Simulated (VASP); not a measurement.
```yaml
crystal:
  lattice:
    - [2.84440, 0.00000, 0.00000]
    - [0.00000, 2.84440, 0.00000]
    - [0.00000, 0.00000, 3.54581]
  atoms:
    - { symbol: Cu, position: [0.00000, 0.00000, 0.00000] }
    - { symbol: Au, position: [0.50000, 0.50000, 0.50000] }
```

Level of theory: PBE GGA with D3 dispersion (Becke-Johnson damping), VASP's PBE PAW potentials (set 64) (plane waves; VASP). Run with 520 eV cut-off, Gaussian smearing of 0.050 eV, potentials Cu Au.

Unless said otherwise, spin-orbit coupling is left out, though it shifts the bands of the heavy elements here.

Q: Estimate the band gap (along the path) with the smallest direct gap where there is one.

A: 
- band gap (along the path) = none (metal, semimetal or under 0.01 eV)

The compound is CuAu in the L1_0 structure. It was relaxed first.
